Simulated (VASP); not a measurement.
Input:

```
CELL_PARAMETERS angstrom
      4.77700     0.00000     0.00000
     -2.38850     4.13701     0.00000
      0.00000     0.00000     6.56698
ATOMIC_POSITIONS crystal
  Ta 0.00000 0.50000 0.16667
  Ta 0.50000 0.00000 0.50000
  Ta 0.50000 0.50000 0.83333
  Si 0.84137 0.68274 0.50000
  Si 0.15863 0.84137 0.83333
  Si 0.31726 0.15863 0.16667
  Si 0.15863 0.31726 0.50000
  Si 0.84137 0.15863 0.83333
  Si 0.68274 0.84137 0.16667
```

Method: r2SCAN meta-GGA, VASP's PBE PAW potentials (set 64) (plane waves; VASP). Settings: 400 eV cut-off, 8×8×5 Γ-centred mesh, tetrahedra with Blöchl corrections, potentials Ta_pv Si.

Question: Give the energies of bands 20 to 33 at the high-symmetry points, in eV from the Fermi level.

Answer: 
| band | Γ | M | K | A | L | H |
|---|---|---|---|---|---|---|
| 20 | -4.07 | -4.07 | -2.93 | -5.15 | -3.96 | -2.96 |
| 21 | -3.70 | -3.82 | -2.93 | -4.52 | -2.93 | -2.96 |
| 22 | -2.74 | -2.83 | -2.17 | -2.96 | -2.50 | -2.74 |
| 23 | -2.74 | -2.32 | -2.01 | -2.82 | -2.25 | -2.74 |
| 24 | -2.64 | -2.21 | -2.01 | -2.82 | -2.22 | -2.68 |
| 25 | -2.61 | -2.15 | -1.81 | -2.33 | -2.15 | -2.51 |
| 26 | -2.61 | -1.09 | -1.79 | -2.23 | -2.09 | -0.76 |
| 27 | -2.31 | -0.73 | -1.79 | -1.96 | -1.90 | -0.76 |
| 28 | -2.31 | -0.06 | 0.39 | -1.96 | -0.68 | -0.11 |
| 29 | -1.66 | -0.05 | 0.39 | 1.28 | -0.24 | -0.11 |
| 30 | 0.89 | 0.97 | 0.64 | 1.28 | 1.70 | 1.08 |
| 31 | 3.27 | 1.31 | 2.33 | 2.87 | 2.15 | 1.75 |
| 32 | 3.27 | 1.71 | 2.34 | 2.87 | 2.75 | 1.75 |
| 33 | 3.82 | 2.13 | 2.38 | 3.75 | 2.76 | 2.52 |

It has no gap at this level: it comes out as a metal or semimetal.

The structure comes from a computed database's TaSi2 entry (P6_222); how it stands against other phases isn't given here. It was relaxed first. The electron count is odd and the run is not spin-polarised, which forces a metal.
